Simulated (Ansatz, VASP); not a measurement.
# Cross-check of Pt (Pt(100)) between VASP and Ansatz

One calculation is typed for both programs; each brings its own data sets. How far apart do they land? Of the first pair: The cell is taken from a series of runs on this material, whose earlier steps may have relaxed, scaled, displaced or heated it; both programs get it as it stands.

Method: plane waves, with VASP 6.6.1 beside it; single point at PBE, in Ansatz 0.2.0.

## (1) The structure

The cell holds 9 atoms: 9 Pt. Its edges and angles: a = 2.772 Å, b = 2.772 Å, c = 29.680 Å, α = 90.0°, β = 90.0°, γ = 90.0°. Vacuum lies along c.

Coordinates:

```xyz
9
Lattice="2.7719 0.0000 0.0000 0.0000 2.7719 0.0000 0.0000 0.0000 29.6800" Properties=species:S:1:pos:R:3
Pt    0.0000    0.0000    7.0000
Pt    1.3859    1.3859    8.9600
Pt    0.0000    0.0000   10.9200
Pt    1.3859    1.3859   12.8800
Pt    0.0000    0.0000   14.9081
Pt    1.3859    1.3859   16.9327
Pt    0.0000    0.0000   18.9535
Pt    1.3859    1.3859   20.9657
Pt    0.0000    0.0000   22.9306
```

## (2) VASP: single point, PBE, pair 1

A single point gives forces, pressure and levels at one fixed geometry, so differences don't come from the geometry; what else differs is listed under the comparison.

Lines of VASP's logs that name or quote its potential files are left out, and so is its time.

Contents of INCAR:

```
SYSTEM = Pt
PREC = Accurate
ENCUT = 400
EDIFF = 1E-06
NELM = 120
ISMEAR = -1
SIGMA = 0.1
LREAL = .FALSE.
ALGO = Normal
GGA = PE
NBANDS = 55
LASPH = .TRUE.
LORBIT = 11
LWAVE = .FALSE.
LCHARG = .FALSE.
ISIF = 2
LDIPOL = .TRUE.
IDIPOL = 3
DIPOL = 0.5 0.5 0.503
LVHAR = .TRUE.
GGA_COMPAT = .FALSE.
NELMDL = -8
KPAR = 2
```

Contents of POSCAR:

```
Pt
1.0
    2.7718585823      0.0000000000      0.0000000000
    0.0000000000      2.7718585823      0.0000000000
    0.0000000000      0.0000000000     29.6800000000
Pt
9
Direct
    0.0000000000      0.0000000000      0.2358490566
    0.5000000000      0.5000000000      0.3018867925
    0.0000000000      0.0000000000      0.3679245283
    0.5000000000      0.5000000000      0.4339622642
    0.0000000000      0.0000000000      0.5022960056
    0.5000000000      0.5000000000      0.5705087280
    0.0000000000      0.0000000000      0.6385959416
    0.5000000000      0.5000000000      0.7063899607
    0.0000000000      0.0000000000      0.7725927552
```

Contents of KPOINTS:

```
Automatic mesh
0
Gamma
11 11 1
0 0 0
```

PAW data sets: Pt (PBE family, release 64).

Run with:

```
$ mpirun -np 2 vasp_std
```

Numbers of over 12 decimals in the logs are rounded to 6 here.

Output:

```text
[banner, memory and clock lines left out]
running    2 mpi-ranks, on    1 nodes
 distrk:  each k-point on    1 cores,    2 groups
 distr:  one band on    1 cores,    1 groups

 POSCAR found type information on POSCAR Pt
 POSCAR found :  1 types and       9 ions
 LDA part: xc-table for (Slater+PW92), standard interpolation
 POSCAR, INCAR and KPOINTS ok, starting setup
 FFT: planning ... GRIDC
 FFT: planning ... GRID_SOFT
 FFT: planning ... GRID
 WAVECAR not read
 entering main loop
       N       E                     dE             d eps       ncg     rms          rms(c)
DAV:   1     0.526756274520E+03    0.52676E+03   -0.38453E+04  2334   0.122E+03
DAV:   2    -0.301398237952E+02   -0.55690E+03   -0.52585E+03  2657   0.285E+02
DAV:   3    -0.560389210437E+02   -0.25899E+02   -0.23715E+02  2886   0.548E+01
DAV:   4    -0.568291028109E+02   -0.79018E+00   -0.78054E+00  2718   0.982E+00
DAV:   5    -0.568534178644E+02   -0.24315E-01   -0.24296E-01  2836   0.170E+00
DAV:   6    -0.568542150866E+02   -0.79722E-03   -0.79719E-03  2916   0.302E-01
DAV:   7    -0.568542429851E+02   -0.27899E-04   -0.27898E-04  2873   0.522E-02
DAV:   8    -0.568542442138E+02   -0.12287E-05   -0.12282E-05  2339   0.100E-02    0.343E+01
DAV:   9    -0.704399552423E+02   -0.13586E+02   -0.47120E+01  2663   0.426E+01    0.433E+01
DAV:  10    -0.111127742323E+03   -0.40688E+02   -0.31340E+02  3349   0.770E+01    0.597E+01
DAV:  11    -0.646946169650E+02    0.46433E+02   -0.92269E+01  3031   0.280E+01    0.296E+01
DAV:  12    -0.114275396293E+03   -0.49581E+02   -0.10573E+02  2986   0.703E+01    0.578E+01
DAV:  13    -0.744950776243E+02    0.39780E+02   -0.81344E+01  2935   0.258E+01    0.377E+01
DAV:  14    -0.889911877267E+02   -0.14496E+02   -0.10997E+02  2875   0.379E+01    0.425E+01
[...]
DAV:  48    -0.533578164695E+02   -0.64475E-05   -0.25206E-05  2537   0.243E-02    0.174E-01
DAV:  49    -0.533578106126E+02    0.58569E-05   -0.33440E-05  2528   0.246E-02    0.114E-01
DAV:  50    -0.533578107087E+02   -0.96085E-07   -0.45836E-05  2611   0.276E-02    0.495E-02
DAV:  51    -0.533578162670E+02   -0.55584E-05   -0.12462E-05  2593   0.146E-02    0.164E-02
DAV:  52    -0.533578205065E+02   -0.42395E-05   -0.13661E-06  1638   0.488E-03    0.743E-03
DAV:  53    -0.533578226908E+02   -0.21843E-05   -0.38202E-07  1574   0.256E-03    0.750E-03
DAV:  54    -0.533578242614E+02   -0.15706E-05   -0.76345E-07  1567   0.400E-03    0.759E-03
DAV:  55    -0.533578244167E+02   -0.15529E-06   -0.40712E-07  1498   0.279E-03
   1 F= -.53357824E+02 E0= -.53089916E+02  d E =-.535817E+00
```

Parts of OUTCAR (step 2):

```text
ion  position               nearest neighbor table
   1  0.000  0.000  0.236-   2 2.77   2 2.77   2 2.77   2 2.77
   2  0.500  0.500  0.302-   3 2.77   3 2.77   3 2.77   3 2.77   1 2.77   1 2.77   1 2.77   1 2.77

  LATTYP: Found a simple tetragonal cell.
 ALAT       =     2.7718585823
 C/A-ratio  =    10.7076169721

 Subroutine GETGRP returns: Found  8 space group operations
 (whereof  8 operations were pure point group operations)

The static configuration has the point symmetry C_4v.

 Found     21 irreducible k-points:

   k-points           NKPTS =     21   k-points in BZ     NKDIM =     21   number of bands    NBANDS=     55

   dimension x,y,z NGX =    18 NGY =   18 NGZ =  196
   dimension x,y,z NGXF=    36 NGYF=   36 NGZF=  392

   ENCUT  =  400.0 eV  29.40 Ry    5.42 a.u.   4.52  4.52 48.40*2*pi/ulx,y,z

   NELECT =      90.0000    total number of electrons

 k-points in reciprocal lattice and weights: Automatic mesh
   0.00000000  0.00000000  0.00000000       0.008
   0.09090909  0.00000000  0.00000000       0.033
   0.18181818  0.00000000  0.00000000       0.033
   0.27272727  0.00000000  0.00000000       0.033
   0.36363636  0.00000000  0.00000000       0.033
   0.45454545  0.00000000  0.00000000       0.033
   0.09090909  0.09090909  0.00000000       0.033
   0.18181818  0.09090909  0.00000000       0.066
   0.27272727  0.09090909  0.00000000       0.066
[...]
0.45454545  0.36363636  0.00000000       0.066
   0.45454545  0.45454545  0.00000000       0.033

 dipolmoment           0.000000      0.000000      0.000402 electrons x Angstroem

 average (electrostatic) potential at core
       1 -69.1280       2 -69.8261       3 -69.8786       4 -69.7641       5 -69.6793
       6 -69.6975       7 -69.7660       8 -69.7698       9 -69.1331

 E-fermi :   4.3429

 k-point     1 :       0.0000    0.0000    0.0000
  band No.  band energies     occupation
    ...
     44       3.9662      1.95480
     45       4.0030      1.93536
     46       4.2422      1.46519
     47       4.2434      1.46037
     48       4.4417      0.54265
     49       4.4554      0.49044
     50       4.4687      0.44262
     51       4.4687      0.44262
     52       4.7304      0.04067
     53       4.7304      0.04067
    ...

 k-point     2 :       0.0909    0.0000    0.0000
  band No.  band energies     occupation
    ...
     46       4.0363      1.91099
     47       4.2136      1.56954
     48       4.3074      1.17602
     49       4.3650      0.89032
     50       4.3673      0.87882
     51       4.6020      0.13950
     52       4.7138      0.04785
     53       5.4072      0.00005
     54       6.5497      0.00000
     55       7.1772      0.00000

 k-point     3 :       0.1818    0.0000    0.0000
  band No.  band energies     occupation
    ...
     44       3.6257      1.99847
     45       3.8779      1.98107
     46       4.0424      1.90566
     47       4.1755      1.68433
     48       4.2931      1.24423
     49       4.4916      0.36881
     50       4.5677      0.19111
     51       4.6096      0.12990
     52       5.3195      0.00011
     53       6.6283      0.00000
    ...

  Total        0.9450137      0.9450137      1.4927144      0.0000000      0.0000000      0.0000000
  in kB        6.6396109      6.6396109     10.4877242      0.0000000      0.0000000      0.0000000
  external PRESSURE =       7.9223154 kB  Pullay stress =       0.0000000 kB

  energy-cutoff  :      400.00
  volume of cell :      228.04
      direct lattice vectors                 reciprocal lattice vectors
     2.771858582  0.000000000  0.000000000     0.360768766  0.000000000  0.000000000
     0.000000000  2.771858582  0.000000000     0.000000000  0.360768766  0.000000000
     0.000000000  0.000000000 29.680000000     0.000000000  0.000000000  0.033692722

 POSITION                                       TOTAL-FORCE (eV/Angst)
 -----------------------------------------------------------------------------------
      0.00000      0.00000      7.00000         0.000000      0.000000     -0.072102
      1.38593      1.38593      8.96000        -0.000000     -0.000000     -0.301205
      0.00000      0.00000     10.92000        -0.000000      0.000000     -0.057191
      1.38593      1.38593     12.88000        -0.000000      0.000000      0.438572
      0.00000      0.00000     14.90815        -0.000000      0.000000      0.005635
      1.38593      1.38593     16.93270        -0.000000      0.000000      0.000665
      0.00000      0.00000     18.95353         0.000000      0.000000      0.003936
      1.38593      1.38593     20.96565        -0.000000      0.000000     -0.020030
      0.00000      0.00000     22.93055        -0.000000      0.000000      0.001721
 -----------------------------------------------------------------------------------
    total drift:                                0.000000      0.000000     -0.000190

  FREE ENERGIE OF THE ION-ELECTRON SYSTEM (eV)
  ---------------------------------------------------
  free  energy   TOTEN  =       -53.3578244167 eV

  energy  without entropy=      -52.8220076666  energy(sigma->0) =      -53.08991604

 vacuum level on the upper side and lower side of the slab        10.034        10.025

 total charge
# of ion       s       p       d       tot
------------------------------------------
    1        0.625   0.414   8.035   9.074
    2        0.635   0.606   8.027   9.268
    3        0.641   0.619   8.032   9.292
    4        0.632   0.595   8.032   9.259
    5        0.624   0.574   8.024   9.222
    6        0.625   0.576   8.022   9.223
    7        0.627   0.583   8.015   9.225
    8        0.627   0.588   8.016   9.231
    9        0.623   0.412   8.031   9.067
--------------------------------------------------
tot          5.659   4.968  72.234  82.860

[... 3 further parts left out ...]
```

## (3) Ansatz: single point, PBE, pair 1

Ansatz runs on its default PAW (the set named soft_2) files.

The same cell, functional, mesh and smearing now go to Ansatz, which takes its cutoff from its data sets.

Contents of input.yaml:

```yaml
crystal:
  lattice:
    - [2.7718585823, 0.0, 0.0]
    - [0.0, 2.7718585823, 0.0]
    - [0.0, 0.0, 29.68]
  atoms:
    - { symbol: Pt, position: [0.0, 0.0, 0.2358490566] }
    - { symbol: Pt, position: [0.5, 0.5, 0.3018867925] }
    - { symbol: Pt, position: [0.0, 0.0, 0.3679245283] }
    - { symbol: Pt, position: [0.5, 0.5, 0.4339622642] }
    - { symbol: Pt, position: [0.0, 0.0, 0.5022960056] }
    - { symbol: Pt, position: [0.5, 0.5, 0.570508728] }
    - { symbol: Pt, position: [0.0, 0.0, 0.6385959416] }
    - { symbol: Pt, position: [0.5, 0.5, 0.7063899607] }
    - { symbol: Pt, position: [0.0, 0.0, 0.7725927552] }
kpoints:
  mp_grid: { grid: [11, 11, 1] }
hamiltonian:
  xc: pbe
scf:
  occupations: { method: fermi_dirac, width: 0.1 }
efield:
  axis: 3
  dipole_correction: true
  ramp_width: 0.05
output:
  forces: true
  write_potential: true
  write_density: true
  volumetric_format: npy
  elf: true
```

Run with:

```
$ ansatz run input.yaml --threads 4 --pin off --max-ram 8192MiB --backend cpu --events-out ev --progress --plain --runs-dir out
```

Output:

```text
Engine: ansatz 0.2.0, aarch64-unknown-linux-gnu
Pseudopotentials: kind: paw
Pseudopotential: Pt, paw, valence charge 18, recommended cutoff 420 eV (normal), Pt.paw.azcp
Functional definition: PBE
  parameter kappa = 0.804
  parameter beta = 0.066725
  exchange = pbe_x(kappa = kappa, mu = beta*pi^2/3)
  correlation = pbe_c(beta = beta)
Crystal: 9 atoms, lattice volume = 228.037 Å³
Basis set: ecut = 420 eV, 4543 PW (Γ), exchange–correlation on 40×40×400 points (8 copies of the dense FFT grid, shifted against one another)
Bands: 98, of which v1, the nominal top of the filled ones, is band 81 counted from 1 (80 counted from 0)
Symmetry: 8 space group operations
Space group: P4mm (ITA 99), of the structure as read, at distance tolerance 6.1e-5 Å
k-points: 21 of 121
Non-local potential: Pt, projectors of the file, l = 0: 3, l = 1: 2, l = 2: 2, l = 3: 1
PAW form: soft (Blöchl's): semilocal exchange-correlation on the pseudo side does not see the compensation charge
PAW one-centre angular grid: Pt, 590 points (default); XC on 64 Gauss nodes
Initial density: superposition of atomic densities (neutral atoms: chi_scale 0, normalization atom), corrected by the library's trained network
Initial wavefunctions: pseudopotential atomic-orbital guess
Functional: x = pbe(κ = 0.804, μ = 0.219515), c = pbe(β = 0.066725)
SCF iter   1: F=—  HF=-112705.796810 eV  |F-HF|=—  |Δ(HF+E_count)|=         —  Δρ=2.06e-2  dr2=2.68e1  ethr=1.77e-3  p=-0.000 e·Å  D=-1.69e-5 V/Å  ΔV_dip=0.00 eV  dr2_dipole=6.91e-2  V_vac-E_F(+/−)=5.01/5.01 eV  ⟨swp⟩=7.3  Hψ=8408  notcnv=0  defer=37
efield: sawtooth ramp at fractional position 0.9792 (placed from the atoms, in the widest stretch of the axis that holds none; the zero of the levels goes with the place), width 0.0500; the density the first Hamiltonian is built on has a dipole p = -0.000 e·Å; the dipole correction subtracts the counter field D = -1.69e-5 V/Å, which shifts the + side's vacuum level by +0.00 eV against the − side's; the planar-averaged density in the ramp window peaks in size at 2.6e-5 e/Å³
preconditioner: auto → LDOS  [metal: Δε(μ)=0.008 eV  Ē_g=7.906 eV  σ=0.100 eV  W_gap=0.02  n_scr=68 (ndim 8)  ℏωp=23.3 eV  f_vac=0.360  D(μ)=16.19/eV (n_scr^D=200)  β→1.0]
SCF iter   2: F=—  HF=-112705.593906 eV  |F-HF|=—  |Δ(HF+E_count)|=   2.03e-1  Δρ=4.99e-3  dr2=4.41e-1  ethr=1.77e-3  p=-0.000 e·Å  D=-3.04e-4 V/Å  ΔV_dip=0.01 eV  dr2_dipole=7.05e-5  V_vac-E_F(+/−)=5.68/5.67 eV  ⟨swp⟩=2.0  Hψ=2442  notcnv=0  defer=76
SCF iter   3: F=—  HF=-112705.596235 eV  |F-HF|=—  |Δ(HF+E_count)|=   2.33e-3  Δρ=2.71e-3  dr2=7.81e-2  ethr=2.72e-4  p=-0.001 e·Å  D=-6.53e-4 V/Å  ΔV_dip=0.02 eV  dr2_dipole=7.63e-4  V_vac-E_F(+/−)=5.59/5.57 eV  ⟨swp⟩=2.0  Hψ=2571  notcnv=0  defer=94
SCF iter   4: F=—  HF=-112705.587923 eV  |F-HF|=—  |Δ(HF+E_count)|=   8.31e-3  Δρ=7.75e-4  dr2=9.17e-3  ethr=4.82e-5  p=-0.000 e·Å  D=-2.94e-4 V/Å  ΔV_dip=0.01 eV  dr2_dipole=1.96e-4  V_vac-E_F(+/−)=5.68/5.67 eV  ⟨swp⟩=2.0  Hψ=2767  notcnv=0  defer=94
SCF iter   5: F=—  HF=-112705.587819 eV  |F-HF|=—  |Δ(HF+E_count)|=   1.04e-4  Δρ=4.73e-4  dr2=1.52e-3  ethr=5.66e-6  p=-0.000 e·Å  D=-3.65e-4 V/Å  ΔV_dip=0.01 eV  dr2_dipole=2.81e-8  V_vac-E_F(+/−)=5.68/5.67 eV  ⟨swp⟩=2.0  Hψ=2414  notcnv=0  defer=94
SCF iter   6: F=—  HF=-112705.587717 eV  |F-HF|=—  |Δ(HF+E_count)|=   1.02e-4  Δρ=1.53e-4  dr2=3.04e-4  ethr=9.41e-7  p=-0.000 e·Å  D=-2.82e-4 V/Å  ΔV_dip=0.01 eV  dr2_dipole=1.54e-6  V_vac-E_F(+/−)=5.69/5.68 eV  ⟨swp⟩=2.0  Hψ=2871  notcnv=0  defer=94
SCF iter   7: F=—  HF=-112705.587697 eV  |F-HF|=—  |Δ(HF+E_count)|=   2.00e-5  Δρ=4.48e-5  dr2=2.59e-5  ethr=1.88e-7  p=-0.000 e·Å  D=-2.93e-4 V/Å  ΔV_dip=0.01 eV  dr2_dipole=2.95e-6  V_vac-E_F(+/−)=5.69/5.68 eV  ⟨swp⟩=1.7  Hψ=2123  notcnv=0  defer=94
SCF iter   8: F=—  HF=-112705.586964 eV  |F-HF|=—  |Δ(HF+E_count)|=   7.33e-4  Δρ=2.55e-5  dr2=6.12e-6  ethr=1.60e-8  p=-0.000 e·Å  D=-2.91e-4 V/Å  ΔV_dip=0.01 eV  dr2_dipole=2.66e-7  V_vac-E_F(+/−)=5.69/5.68 eV  ⟨swp⟩=1.9  Hψ=2600  notcnv=0  defer=86
SCF iter   9: F=—  HF=-112705.586964 eV  |F-HF|=—  |Δ(HF+E_count)|=   1.56e-8  Δρ=1.27e-5  dr2=1.33e-6  ethr=3.78e-9  p=-0.000 e·Å  D=-2.97e-4 V/Å  ΔV_dip=0.01 eV  dr2_dipole=6.63e-8  V_vac-E_F(+/−)=5.69/5.68 eV  ⟨swp⟩=1.5  Hψ=2156  notcnv=0  defer=86
SCF iter  10: F=-112705.586964 eV  HF=-112705.586964 eV  |F-HF|=5.43e-8  |Δ(HF+E_count)|=   7.95e-8  Δρ=4.27e-6  dr2=9.36e-8  ethr=6.17e-11  p=-0.000 e·Å  D=-2.95e-4 V/Å  ΔV_dip=0.01 eV  dr2_dipole=2.08e-8  V_vac-E_F(+/−)=5.69/5.68 eV  ⟨swp⟩=18.0  Hψ=18809  notcnv=0
SCF 1 converged in 10 iterations: F = -112705.586964 eV  dr2 = 9.36e-8
  greatest PAW one-centre occupation: 1.000 electrons in one spin orbital (limit 2), on the Pt atom at site 2 (counted from 0), in its partial waves of l = 0
WARN: The output density's exchange-correlation potential varies sharply where the density is thin. Do not read a vacuum level from v_tot or v_xc, or from such a field of the output density. On a cell that repeats whose density bears no net charge and no dipole along the vacuum's axis use v_es (v_loc + v_h of the components); under efield.dipole_correction with no amplitude use v_es + v_field, which holds any externa [...]
SCF converged after 10 iterations
Free energy (F): -112705.586964 eV
Harris-Foulkes:  -112705.586964 eV  (|F-HF|=5.43e-8)
Internal energy: -112705.052739 eV  (E = F + TS)
E sigma→0 (E₀):  -112705.319851 eV
Entropy (-TS):   -0.534226 eV (-59.358 meV/atom)
Fermi energy:    11.573965 eV
Dipole field:    D = -0.000113 V/Å  (p = -0.000143 e·Å, saw-weighted, corrected)
Work function:   Φ+ = 5.6880 eV   Φ− = 5.6847 eV
Levels:          The Fermi level and band energies are counted from a zero that moves with the ramp; work functions are not
--- Per-component energies (eV) ---
  E_band       = -3031.038704
  E_kinetic    = 5735.094712
  E_local      = -253801.482808  (includes V_loc(G=0)·N_el)
  E_nonlocal   = 1799.937572
  E_hartree    = 124276.807704
  E_xc         = -2353.265798
  E_vxc        = -2721.679563  (∫ρ·V_xc dr)
  E_paw        = -85086.154072  (= ΣΔE_a)
  E_vpaw       = -2596.573957  (= ΣTr[D̂ρ^β])
  E_aug_tail   = 0.001842  (compensation charges beyond the density's cutoff)
  E_efield     = 0.000000  (sawtooth field / dipole correction)
  E_vefield    = -0.000483  (∫n·V_field dr)
  E_ewald      = 96724.008108
  E_smearing   = -0.534226  (= −TS)
  E_closure    = -0.000000  (closes the sum)
  Σ components = -112705.586964   (vs F -112705.586964, Δ=0.00e0)
--- Forces (eV/Å), atoms counted from 1 ---
  atom   1  Pt    -0.00000000     0.00000000    -0.08870991
  atom   2  Pt    -0.00000000     0.00000000    -0.30547492
  atom   3  Pt     0.00000000     0.00000000    -0.05646590
  atom   4  Pt     0.00000000     0.00000000     0.44247209
  atom   5  Pt     0.00000000     0.00000000     0.00522124
  atom   6  Pt     0.00000000     0.00000000     0.00047218
  atom   7  Pt     0.00000000     0.00000000     0.00297682
  atom   8  Pt     0.00000000     0.00000000    -0.01853989
  atom   9  Pt    -0.00000000     0.00000000     0.01803290
  max |Σ_I F_I| component: 1.54e-5 eV/Å
--- Band table (eV; the first three rows and the last of 21) ---
  k-point 0: bands = [... 77 lower, 10.9712, 11.1956, 11.1956, 11.2341, 11.4621, 11.4752, 11.6768, 11.6900, ... 13 higher]
  k-point 1: bands = [... 77 lower, 10.8059, 10.8947, 11.0385, 11.1067, 11.2661, 11.4481, 11.5404, 11.5925, ... 13 higher]
  k-point 2: bands = [... 77 lower, 10.6127, 10.6556, 10.8574, 11.1102, 11.2726, 11.4024, 11.5233, 11.7233, ... 13 higher]
  k-point 20: bands = [... 77 lower, 12.0277, 12.0626, 12.4539, 12.4722, 13.5202, 14.6436, 14.7159, 15.7021, ... 13 higher]
```

Reading the cycles: dr2 is the Hartree energy of the density residual (eV), the measure of convergence; HF is the Harris–Foulkes estimate of the energy, which meets the free energy F at convergence.

## (4) Comparison

Known differences besides the potentials themselves: the data sets hold 162 valence electrons in Ansatz (on its default PAW (the set named soft_2) files) and 90 in VASP; the cutoff is 420 eV in Ansatz and 400 eV in VASP. Total energies have different zeros and are not compared.

The two programs side by side:

```csv
quantity,Ansatz,VASP,difference
"work function, lower of the two faces (eV)",5.68,5.68,0.00
"work function, higher of the two faces (eV)",5.69,5.69,0.00
```

Forces (eV/Å; atoms numbered as in POSCAR):

```csv
atom,"Ansatz x, y, z","VASP x, y, z"
Pt1,"0.000, 0.000, -0.089","0.000, 0.000, -0.072"
Pt2,"0.000, 0.000, -0.305","0.000, 0.000, -0.301"
Pt3,"0.000, 0.000, -0.056","0.000, 0.000, -0.057"
Pt4,"0.000, 0.000, 0.442","0.000, 0.000, 0.439"
Pt5,"0.000, 0.000, 0.005","0.000, 0.000, 0.006"
Pt6,"0.000, 0.000, 0.000","0.000, 0.000, 0.001"
Pt7,"0.000, 0.000, 0.003","0.000, 0.000, 0.004"
Pt8,"0.000, 0.000, -0.019","0.000, 0.000, -0.020"
Pt9,"0.000, 0.000, 0.018","0.000, 0.000, 0.002"
```

The forces differ by 4.6 meV/Å r.m.s., which is 4.5 % of the r.m.s. force of 0.104 eV/Å (both taken over all components). With vacuum in the cell, a pressure given here is an average over mostly empty space and none of the material.

(Part 1 of 2 ends here.)

[Lines on the potential files, build, host, timing and source positions are cut from VASP's logs without a mark.]

[Logs are printed without paths, hosts, clocks, repeated set-up lines and the standing remarks that a program may print on its own settings, such as how far it seeks lower states.]

[Hosts, paths, dates, database ids (printed as entryN), source tags and the programs' standing remarks are cut or masked in the printed files.]
